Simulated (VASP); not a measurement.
An input for Quantum ESPRESSO's pw.x (written as the equivalent of a VASP run, and not itself run):

```
&CONTROL
  calculation = 'scf'
  pseudo_dir = './pseudo'
  outdir = './out'
  tprnfor = .true.
  tstress = .true.
/
&SYSTEM
  ibrav = 0
  nat = 6
  ntyp = 2
  ecutwfc = 86
  occupations = 'smearing'
  smearing = 'gaussian'
  degauss = 0.000735
  input_dft = 'pz'
/
&ELECTRONS
  conv_thr = 7.3e-08
  electron_maxstep = 100
/
ATOMIC_SPECIES
  Si 28.085 Si.upf
  Se 78.971 Se.upf
CELL_PARAMETERS angstrom
    -3.3516200    4.7426150    2.9469800
     3.3516200   -4.7426150    2.9469800
     3.3516200    4.7426150   -2.9469800
ATOMIC_POSITIONS crystal
  Si   0.7531610  0.7488630 -0.0018900
  Si   0.2558080  0.2550250  0.0068630
  Se   0.3684540  0.6808000  0.0534330
  Se   0.6172390  0.3301970  0.9424060
  Se   0.1337810  0.1897470  0.3268480
  Se   0.8715560  0.7953670  0.6723410
K_POINTS automatic
  3 3 3 0 0 0
```

Translate this input to VASP (INCAR, KPOINTS, POSCAR, choice of POTCAR).

Several could match; the one computed here: 
POSCAR:
```
SiSe2
1
   -3.3516200000     4.7426150000     2.9469800000
    3.3516200000    -4.7426150000     2.9469800000
    3.3516200000     4.7426150000    -2.9469800000
Si Se
2 4
Direct
  0.7531610000   0.7488630000  -0.0018900000
  0.2558080000   0.2550250000   0.0068630000
  0.3684540000   0.6808000000   0.0534330000
  0.6172390000   0.3301970000   0.9424060000
  0.1337810000   0.1897470000   0.3268480000
  0.8715560000   0.7953670000   0.6723410000
```

KPOINTS:
```
Regular mesh
0
Gamma
  3 3 3
0 0 0
```

**INCAR**
```
! general
SYSTEM  = SiSe2
PREC    = Accurate
ENCUT   = 300
LREAL   = F
LASPH   = T

! electronic loop
EDIFF   = 1E-6
NELM    = 100
ALGO    = Normal
LMAXMIX = 4

! smearing
ISMEAR  = 0
SIGMA   = 0.01

! ions
ISIF    = 2

! output
LWAVE   = F
LCHARG  = F
```

POTCAR, in this order: Si Se (LDA.64 set). Program: vasp_std.

Limits of the translation: the potentials are each code's own (VASP's PAW set, PseudoDojo norm-conserving files in pw.x), so ENCUT and ecutwfc are chosen apart and not converted; conv_thr bounds pw.x's estimated SCF error, while EDIFF bounds the energy change between steps.

The structure comes from a computed database's SiSe2 entry; how it stands against other phases isn't given here. The cell was not relaxed at this level, atoms are displaced from their ideal sites. The k-mesh is coarse (spacing up to 0.47 per Å, 2π included), so the numbers may not be converged in it. The run is one of a series of settings (GGA removed, POTCAR Si Se (LDA.64 set) against the base run), some of them coarse on purpose.
